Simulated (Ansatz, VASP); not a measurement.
## Cross-check of P between VASP and Ansatz

One calculation is typed for both programs; each brings its own data sets. How far apart do they land? The cell is taken from a series of runs on this material, whose earlier steps may have relaxed, scaled, displaced or heated it; both programs get it as it stands.

Program: Ansatz 0.2.0. Level of theory: plane waves, with VASP 6.6.1 beside it; relaxation of cell and atoms at LDA. Results are calculated unless marked as measured.

**1. Starting point**

Symmetry: Cmce, No. 64, orthorhombic system. The conventional cell has a = 3.309 Å, b = 10.163 Å, c = 4.131 Å, α = 90.00°, β = 90.00°, γ = 90.00°. Nearest to P lie 3 P at 2.22 to 2.24 Å.

As a file:

```cif
data_structure
_symmetry_space_group_name_H-M 'P 1'
_symmetry_Int_Tables_number 1
_cell_length_a 5.3439
_cell_length_b 5.3439
_cell_length_c 4.1314
_cell_angle_alpha 90.000
_cell_angle_beta 90.000
_cell_angle_gamma 143.924
_cell_volume 69.47
loop_
_atom_site_label
_atom_site_type_symbol
_atom_site_fract_x
_atom_site_fract_y
_atom_site_fract_z
_atom_site_occupancy
P1 P 0.89354 0.10646 0.07109 1
P2 P 0.60646 0.39354 0.57109 1
P3 P 0.10646 0.89354 0.92891 1
P4 P 0.39354 0.60646 0.42891 1
```

**2. VASP: relaxation of cell and atoms, LDA**

The relaxed volume is the usual yardstick between codes: in a stiff, nearly cubic crystal its relative difference is about their pressure difference at one cell divided by the bulk modulus.

Lines of VASP's logs that name or quote its potential files are left out, and so is its time.

File INCAR:

```
SYSTEM = P
PREC = Accurate
ENCUT = 500
EDIFF = 1E-07
NELM = 120
ISMEAR = 0
SIGMA = 0.1
LREAL = .FALSE.
ALGO = Normal
GGA = CA
NBANDS = 16
LORBIT = 11
LWAVE = .FALSE.
LCHARG = .FALSE.
ISIF = 3
IBRION = 2
NSW = 80
EDIFFG = -0.005
LASPH = .TRUE.
GGA_COMPAT = .FALSE.
NELMIN = 4
KPAR = 2
```

File POSCAR:

```
P
1.0
    1.6547190000     -5.0813040000      0.0000000000
    1.6547190000      5.0813040000      0.0000000000
    0.0000000000      0.0000000000      4.1314040000
P
4
Direct
    0.8935393356      0.1064606644      0.0710913288
    0.6064605660      0.3935394340      0.5710913288
    0.1064606644      0.8935393356      0.9289084292
    0.3935394340      0.6064605660      0.4289086712
```

File KPOINTS:

```
Automatic mesh
0
Gamma
16 16 12
0 0 0
```

Potentials, in the order of the species: P (LDA family, release 64).

On the command line:

```sh
mpirun -np 2 vasp_std
```

Numbers of over 12 decimals in the logs are rounded to 6 here.

Log:

```text
[banner, memory and clock lines left out]
running    2 mpi-ranks, on    1 nodes
 distrk:  each k-point on    1 cores,    2 groups
 distr:  one band on    1 cores,    1 groups

 POSCAR found type information on POSCAR P
 POSCAR found :  1 types and       4 ions
 LDA part: xc-table for (Slater(with rela. corr.)+CA(PZ))
 , standard interpolation
 POSCAR, INCAR and KPOINTS ok, starting setup
 FFT: planning ... GRIDC
 FFT: planning ... GRID_SOFT
 FFT: planning ... GRID
 WAVECAR not read
 entering main loop
       N       E                     dE             d eps       ncg     rms          rms(c)
DAV:   1     0.533683130092E+02    0.53368E+02   -0.83210E+03 16352   0.104E+03
DAV:   2    -0.211670097699E+02   -0.74535E+02   -0.72027E+02 22168   0.159E+02
DAV:   3    -0.243156899236E+02   -0.31487E+01   -0.31314E+01 22328   0.349E+01
DAV:   4    -0.243464923878E+02   -0.30802E-01   -0.30794E-01 20320   0.417E+00
DAV:   5    -0.243470169286E+02   -0.52454E-03   -0.52451E-03 22624   0.502E-01    0.107E+01
DAV:   6    -0.241852624098E+02    0.16175E+00   -0.87146E-02 19448   0.165E+00    0.625E+00
DAV:   7    -0.241165303144E+02    0.68732E-01   -0.13662E-01 21320   0.205E+00    0.335E-01
DAV:   8    -0.241155639062E+02    0.96641E-03   -0.13235E-02 19160   0.738E-01    0.176E-01
DAV:   9    -0.241155681884E+02   -0.42822E-05   -0.62461E-04 22312   0.159E-01    0.831E-02
DAV:  10    -0.241155534546E+02    0.14734E-04   -0.10071E-04 20392   0.548E-02    0.360E-02
DAV:  11    -0.241155529716E+02    0.48298E-06   -0.98192E-06 20704   0.215E-02    0.100E-02
DAV:  12    -0.241155529894E+02   -0.17810E-07   -0.54114E-07 20744   0.462E-03
   1 F= -.24115553E+02 E0= -.24115097E+02  d E =-.241156E+02
[... from here on, the cycles between the ionic steps are left out ...]
   2 F= -.24115634E+02 E0= -.24115184E+02  d E =-.814752E-04
   3 F= -.24115880E+02 E0= -.24115427E+02  d E =-.326967E-03
   4 F= -.24115880E+02 E0= -.24115427E+02  d E =-.326879E-03
   5 F= -.24115897E+02 E0= -.24115446E+02  d E =-.166365E-04
   6 F= -.24115920E+02 E0= -.24115477E+02  d E =-.403929E-04
   7 F= -.24115934E+02 E0= -.24115492E+02  d E =-.138528E-04
   8 F= -.24115948E+02 E0= -.24115508E+02  d E =-.278007E-04
 curvature:  -1.94 expect dE=-0.263E-04 dE for cont linesearch -0.108E-06
 trial: gam= 0.60804 g(F)=  0.741E-05 g(S)=  0.616E-05 ort = 0.163E-05 (trialstep = 0.932E+00)
 search vector abs. value=  0.334E-04
 bond charge predicted
       N       E                     dE             d eps       ncg     rms          rms(c)
DAV:   1    -0.241159581143E+02   -0.99837E-05   -0.11013E-03 16520   0.173E-01    0.253E-02
DAV:   2    -0.241159575405E+02    0.57384E-06   -0.66766E-05 22560   0.529E-02    0.891E-03
DAV:   3    -0.241159545370E+02    0.30035E-05   -0.41146E-06 20528   0.129E-02    0.473E-03
DAV:   4    -0.241159540772E+02    0.45981E-06   -0.23300E-06 21840   0.861E-03    0.182E-03
DAV:   5    -0.241159540809E+02   -0.37207E-08   -0.27386E-07 14752   0.326E-03
   9 F= -.24115954E+02 E0= -.24115517E+02  d E =-.601860E-05
 trial-energy change:   -0.000006  1 .order   -0.000006   -0.000014    0.000001
 step:   0.8421(harm=  0.8421)  dis= 0.00029  next Energy=   -24.115954 (dE=-0.613E-05)
 reached required accuracy - stopping structural energy minimisation
```

Parts of OUTCAR (step 2):

```text
ion  position               nearest neighbor table
   1  0.894  0.106  0.071-   4 2.22   4 2.22   3 2.24
   2  0.606  0.394  0.571-   3 2.22   3 2.22   4 2.24
   3  0.106  0.894  0.929-   2 2.22   2 2.22   1 2.24
   4  0.394  0.606  0.429-   1 2.22   1 2.22   2 2.24

  LATTYP: Found a base centered orthorhombic cell.
 ALAT       =     3.3094380000
 B/A-ratio  =     3.0707957061
 C/A-ratio  =     1.2483702671

 Subroutine GETGRP returns: Found  8 space group operations
 (whereof  4 operations were pure point group operations)

The static configuration has the point symmetry C_2h.
 The point group associated with its full space group is D_2h.

 Found    511 irreducible k-points:

   k-points           NKPTS =    511   k-points in BZ     NKDIM =    511   number of bands    NBANDS=     16

   dimension x,y,z NGX =    40 NGY =   40 NGZ =   30
   dimension x,y,z NGXF=    80 NGYF=   80 NGZF=   60

   ENCUT  =  500.0 eV  36.75 Ry    6.06 a.u.   9.74  9.74  7.53*2*pi/ulx,y,z

   NELECT =      20.0000    total number of electrons

 k-points in reciprocal lattice and weights: Automatic mesh
   0.00000000  0.00000000  0.00000000       0.000
   0.06250000  0.00000000  0.00000000       0.001
   0.12500000  0.00000000  0.00000000       0.001
   0.18750000 -0.00000000  0.00000000       0.001
   0.25000000  0.00000000  0.00000000       0.001
   0.31250000 -0.00000000  0.00000000       0.001
   0.37500000 -0.00000000  0.00000000       0.001
   0.43750000 -0.00000000  0.00000000       0.001
   0.50000000  0.00000000  0.00000000       0.001
[...]
-0.43750000  0.43750000  0.50000000       0.001
   0.50000000  0.50000000  0.50000000       0.000

 average (electrostatic) potential at core
       1 -83.0131       2 -83.0131       3 -83.0131       4 -83.0131

 E-fermi :   7.4819

 k-point     1 :       0.0000    0.0000    0.0000
  band No.  band energies     occupation
    ...
      6       3.3722      2.00000
      7       3.3837      2.00000
      8       4.5772      2.00000
      9       4.8259      2.00000
     10       6.1325      2.00000
     11       8.4861      0.00000
     12       8.6764      0.00000
     13       9.3584      0.00000
     14      10.9981      0.00000
     15      13.0250      0.00000
    ...

 k-point     2 :       0.0625    0.0000    0.0000
  band No.  band energies     occupation
    ...
      6       3.0867      2.00000
      7       3.1686      2.00000
      8       4.5981      2.00000
      9       4.7584      2.00000
     10       6.2203      2.00000
     11       8.5413      0.00000
     12       9.0158      0.00000
     13       9.7529      0.00000
     14      10.7256      0.00000
     15      12.7207      0.00000
    ...

 k-point     3 :       0.1250    0.0000    0.0000
  band No.  band energies     occupation
    ...
      6       2.4880      2.00000
      7       2.6675      2.00000
      8       4.6592      2.00000
      9       4.6727      2.00000
     10       6.3724      2.00000
     11       8.6962      0.00000
     12       9.9214      0.00000
     13      10.0820      0.00000
     14      10.6620      0.00000
     15      11.9237      0.00000
    ...

  Total        0.0094738     -0.0006477      0.0103319      0.0000000     -0.0000000      0.0000000
  in kB        0.2184453     -0.0149354      0.2382313      0.0000000     -0.0000000      0.0000000
  external PRESSURE =       0.1472471 kB  Pullay stress =       0.0000000 kB

  energy-cutoff  :      500.00
  volume of cell :       69.49
      direct lattice vectors                 reciprocal lattice vectors
     1.652263577 -5.084115911  0.000000000     0.302615156 -0.098345515 -0.000000000
     1.652263577  5.084115911 -0.000000000     0.302615156  0.098345515  0.000000000
     0.000000000 -0.000000000  4.135880800     0.000000000  0.000000000  0.241786465

 POSITION                                       TOTAL-FORCE (eV/Angst)
 -----------------------------------------------------------------------------------
      1.65226     -4.00447      0.29677        -0.000000      0.000722      0.000501
      1.65226     -1.07965      2.36471         0.000000     -0.000722      0.000501
      1.65226      4.00447      3.83911         0.000000     -0.000722     -0.000501
      1.65226      1.07965      1.77117         0.000000      0.000722     -0.000501
 -----------------------------------------------------------------------------------
    total drift:                               -0.000000      0.000478      0.000161

  FREE ENERGIE OF THE ION-ELECTRON SYSTEM (eV)
  ---------------------------------------------------
  free  energy   TOTEN  =       -24.1159540809 eV

  energy  without entropy=      -24.1150791094  energy(sigma->0) =      -24.11551660

 reached required accuracy - stopping structural energy minimisation

 total charge
# of ion       s       p       d       tot
------------------------------------------
    1        1.087   1.384   0.000   2.471
    2        1.087   1.384   0.000   2.471
    3        1.087   1.384   0.000   2.471
    4        1.087   1.384   0.000   2.471
--------------------------------------------------
tot          4.348   5.534   0.000   9.882

[... 3 further parts left out ...]
```

CONTCAR:

```
P
   1.00000000000000
     1.6522635766281237   -5.0841159111742567    0.0000000000000000
     1.6522635766281237    5.0841159111742567   -0.0000000000000000
     0.0000000000000000   -0.0000000000000000    4.1358808003171195
  P
     4
Direct
     0.8938213086694976    0.1061786913305025    0.0717547325922290
     0.6061785929305085    0.3938214070694915    0.5717547325922290
     0.1061786913305025    0.8938213086694976    0.9282450254077723
     0.3938214070694915    0.6061785929305085    0.4282452674077710
```

**3. Ansatz: relaxation of cell and atoms, LDA**

Ansatz runs on its PAW soft_1 files.

The same cell, functional (in two slightly different forms), mesh and smearing now go to Ansatz, which takes its cutoff from its data sets.

File input.yaml:

```yaml
crystal:
  lattice:
    - [1.6547186891, -5.0813037964, 0.0]
    - [1.6547186891, 5.0813037964, 0.0]
    - [0.0, 0.0, 4.1314036674]
  atoms:
    - { symbol: P, position: [0.8935393913, 0.1064606087, 0.0710913933] }
    - { symbol: P, position: [0.6064606087, 0.3935393913, 0.5710913933] }
    - { symbol: P, position: [0.1064606087, 0.8935393913, 0.9289086067] }
    - { symbol: P, position: [0.3935393913, 0.6064606087, 0.4289086067] }
kpoints:
  mp_grid: { grid: [16, 16, 12] }
hamiltonian:
  xc: lda
  pseudopotentials: { kind: paw, azcp: { folder: soft_1 }, xc_functional: pbe }
scf:
  occupations: { method: gaussian, width: 0.1 }
output:
  forces: true
  stress: true
  eigenvalues: true
relax:
  adjacent_minimum: "off"
  f_tol: 0.005
  max_steps: 80
  cell: { stress_tol: 0.05 }
```

On the command line:

```sh
ansatz run input.yaml --threads 8 --pin off --max-ram 15360MiB --backend cpu --events-out ev --progress --plain --runs-dir out
```

Log:

```text
Engine: ansatz 0.2.0, aarch64-unknown-linux-gnu
Pseudopotentials: kind: paw
Pseudopotential: P, paw, valence charge 5, recommended cutoff 420 eV (normal), soft_1/P.paw.azcp
Functional definition: SPW92
  exchange = slater_x
  correlation = pw_c
Crystal: 4 atoms, lattice volume = 69.475 Å³
Basis set: ecut = 420 eV, 1349 PW (Γ)
Bands: 14, of which v1, the nominal top of the filled ones, is band 10 counted from 1 (9 counted from 0)
Symmetry: 8 space group operations
Space group: Cmce (ITA 64), of the structure as read, at distance tolerance 4.1e-5 Å
k-points: 511 of 3072
Non-local potential: P, projectors of the file, l = 0: 2, l = 1: 2, l = 2: 1
PAW form: soft (Blöchl's): semilocal exchange-correlation on the pseudo side does not see the compensation charge
PAW frozen core: P, regenerated for the run's functional, and the local potential with it (the file was generated under x = pbe(κ = 0.804, μ = 0.219515), c = pbe(β = 0.066725))
PAW one-centre angular grid: P, 110 points (default); XC on 64 Gauss nodes
Initial density: superposition of atomic densities (chi_scale 0.1, normalization cell)
Initial wavefunctions: pseudopotential atomic-orbital guess
Functional: x = slater, c = lda
SCF iter   1: F=—  HF=-2904.077969 eV  |F-HF|=—  |Δ(HF+E_count)|=         —  Δρ=3.95e-2  dr2=7.22e-1  ethr=3.10e-3  ⟨swp⟩=7.5  Hψ=55817  notcnv=0
preconditioner: auto → Kerker (q_TF=auto, 2.217 Å⁻¹)  [metal: Δε(μ)=0.023 eV  Ē_g=9.111 eV  σ=0.100 eV  W_gap=0.13  n_scr=12 (ndim 8)  ℏωp=19.9 eV  f_vac=0.000  D(μ)=0.15/eV (n_scr^D=0)]
SCF iter   2: F=—  HF=-2903.917670 eV  |F-HF|=—  |Δ(HF+E_count)|=   1.60e-1  Δρ=2.33e-2  dr2=2.68e-1  ethr=3.10e-3  ⟨swp⟩=1.1  Hψ=11309  notcnv=0
SCF iter   3: F=—  HF=-2903.833405 eV  |F-HF|=—  |Δ(HF+E_count)|=   8.43e-2  Δρ=1.88e-3  dr2=1.25e-3  ethr=1.34e-3  ⟨swp⟩=3.0  Hψ=14264  notcnv=0
SCF iter   4: F=—  HF=-2903.833449 eV  |F-HF|=—  |Δ(HF+E_count)|=   4.47e-5  Δρ=4.33e-4  dr2=1.55e-4  ethr=6.24e-6  ⟨swp⟩=2.3  Hψ=10935  notcnv=0
SCF iter   5: F=—  HF=-2903.833447 eV  |F-HF|=—  |Δ(HF+E_count)|=   2.84e-6  Δρ=6.78e-5  dr2=3.34e-6  ethr=7.77e-7  ⟨swp⟩=2.3  Hψ=12327  notcnv=0
SCF iter   6: F=—  HF=-2903.833446 eV  |F-HF|=—  |Δ(HF+E_count)|=   5.75e-7  Δρ=1.34e-5  dr2=1.54e-7  ethr=1.67e-8  ⟨swp⟩=2.7  Hψ=12137  notcnv=0
SCF iter   7: F=-2903.833446 eV  HF=-2903.833446 eV  |F-HF|=4.76e-9  |Δ(HF+E_count)|=   3.13e-8  Δρ=2.47e-6  dr2=8.61e-9  ethr=5.00e-10  ⟨swp⟩=7.8  Hψ=42057  notcnv=0
SCF 1 converged in 7 iterations: F = -2903.833446 eV  dr2 = 8.61e-9
  greatest PAW one-centre occupation: 0.804 electrons in one spin orbital (limit 2), on the P atom at site 3 (counted from 0), in its partial waves of l = 0
relax step   1: F+E_penalty+E_count = -2903.83344590 eV  Δ(F+E_penalty+E_count) = +0.000e0 eV  max|allowed force component| = 4.865e-3 eV/Å  Δτ_max = 0.0000 Å  P = -0.008 GPa  Ω = 69.475 Å³  (7 SCF iters, dr2 threshold 1.00e-7 eV, accepted)
[...]
relax step   2: F+E_penalty+E_count = -2903.83346059 eV  Δ(F+E_penalty+E_count) = -1.469e-5 eV  max|allowed force component| = 4.056e-3 eV/Å  Δτ_max = 0.0005 Å  P = -0.001 GPa  Ω = 69.469 Å³  energy of the carried Pulay correction = +8.808e-7 eV  (4 SCF iters, dr2 threshold 1.27e-8 eV, accepted)
[...]
relax step   3: F+E_penalty+E_count = -2903.83345948 eV  Δ(F+E_penalty+E_count) = +1.111e-6 eV  max|allowed force component| = 4.057e-3 eV/Å  Δτ_max = 0.0000 Å  P = -0.001 GPa  Ω = 69.469 Å³  stress off target by 2.69e-2 GPa  SCF on the basis re-selected at this cell (its energy is not comparable with the rows above)  (4 SCF iters)
basis re-selected at this cell: Δ(F+E_penalty+E_count) = +1.111e-6 eV, ΔP = +0.000 GPa vs the last step (what re-selecting the basis moved, of the pressure what is left beyond the Pulay correction that the steps carried, after the strain that the cell walked since its last selection, with what the two solves' SCF thresholds leave and, on support functions, any second-order correction that the steps lacked; it is no m [...]
SCF converged after 4 iterations
Free energy (F): -2903.833459 eV
Harris-Foulkes:  -2903.833459 eV  (|F-HF|=5.91e-12)
Internal energy: -2903.832522 eV  (E = F + TS)
E sigma→0 (E₀):  -2903.832991 eV
Entropy (-TS):   -0.000937 eV (-0.234 meV/atom)
Fermi energy:    8.490815 eV
--- Per-component energies (eV) ---
  E_band       = 34.261324
  E_kinetic    = 276.242114
  E_local      = -212.083797  (includes V_loc(G=0)·N_el)
  E_nonlocal   = 135.205782
  E_hartree    = 56.951389
  E_xc         = -289.413269
  E_vxc        = -245.969085  (∫ρ·V_xc dr)
  E_paw        = -2116.806641  (= ΣΔE_a)
  E_vpaw       = -33.036452  (= ΣTr[D̂ρ^β])
  E_aug_tail   = -0.000000  (compensation charges beyond the density's cutoff)
  E_ewald      = -754.397506
  E_core_change = 0.469406  (= ΣΔE_core)
  E_smearing   = -0.000937  (= −TS)
  E_closure    = 0.000000  (closes the sum)
  Σ components = -2903.833459   (vs F -2903.833459, Δ=0.00e0)
--- Forces (eV/Å), atoms counted from 1 ---
  atom   1  P      0.00000000     0.00405673     0.00210922
  atom   2  P      0.00000000    -0.00405673     0.00210922
  atom   3  P     -0.00000000    -0.00405673    -0.00210922
  atom   4  P     -0.00000000     0.00405673    -0.00210922
  max |Σ_I F_I| component: 2.78e-17 eV/Å
--- Stress (GPa, compression-positive) ---
       -0.001382      -0.000000       0.000000
       -0.000000       0.025371      -0.000000
        0.000000      -0.000000      -0.026909
  P = ⅓ Tr σ = -0.0010 GPa (-0.010 kbar)
--- Band table (eV; the first three rows and the last of 511) ---
  k-point 0: bands = [... 6 lower, 4.4035, 5.6019, 5.8394, 7.1615, 9.5234, 9.6839, 10.3540, 12.0105]
  k-point 1: bands = [... 6 lower, 4.4398, 5.8440, 6.1470, 6.8678, 9.4978, 10.0816, 10.3295, 11.8113]
  k-point 2: bands = [... 6 lower, 4.5464, 5.8505, 6.2472, 7.0107, 9.6626, 10.2153, 10.7702, 11.3725]
  k-point 510: bands = [... 6 lower, 6.0911, 6.0911, 7.3020, 7.3020, 9.7663, 9.7663, 11.2508, 11.2508]
--- Relaxed structure (2 steps of the walk, 2 accepted, 1 SCFs on fresh bases) ---
  F+E_penalty+E_count = -2903.83345948 eV   max|allowed force component| = 4.057e-3 eV/Å   (the final SCF, on the basis selected at the relaxed cell)
  cell:  # Å, volume = 69.4692 Å³
    - [1.654628, -5.084177, 0.0]
    - [1.654628, 5.084177, 0.0]
    - [0.0, 0.0, 4.128967]
  atoms:
    - { symbol: P, position: [0.893570, 0.106430, 0.071005] }
    - { symbol: P, position: [0.606430, 0.393570, 0.571005] }
    - { symbol: P, position: [0.106430, 0.893570, 0.928995] }
    - { symbol: P, position: [0.393570, 0.606430, 0.428995] }
```

The column dr2 measures how far the density is from self-consistency, as an energy; F and HF (Harris–Foulkes) agree once it is small.

**4. Comparison**

Known differences besides the potentials themselves: the two LDA forms differ slightly; the cutoff is 420 eV in Ansatz and 500 eV in VASP; VASP's log shows a relativistic correction to its local exchange, Ansatz's none; Ansatz adds a Pulay correction to the stress that steers its cell, VASP none. Total energies have different zeros and are not compared.

The two programs side by side:

```csv
quantity,Ansatz,VASP,difference
volume (Å³),69.47,69.49,-0.02 %
"edge a after relaxation, in the typed setting (Å)",5.347,5.346,+0.01 %
"edge c after relaxation, in the typed setting (Å)",4.129,4.136,-0.17 %
```

**5. Outcome**

```
difference in edge c after relaxation, in the typed setting (relaxation of cell and atoms, LDA) : -0.17 %
```

What this shows: The difference in edge c after relaxation, in the typed setting is -0.17 % (relaxation of cell and atoms, LDA), within the 1.2 % picked in this series as the mark of a large difference, as far as the stopping tolerances let one tell. Such differences can come from data sets, numerical settings and the points named under the comparisons, not from the functional's error against experiment.

[Lines on the potential files, build, host, timing and source positions are cut from VASP's logs without a mark.]

[Logs are printed without paths, hosts, clocks, repeated set-up lines and the standing remarks that a program may print on its own settings, such as how far it seeks lower states.]

[Hosts, paths, dates, database ids (printed as entryN), source tags and the programs' standing remarks are cut or masked in the printed files.]
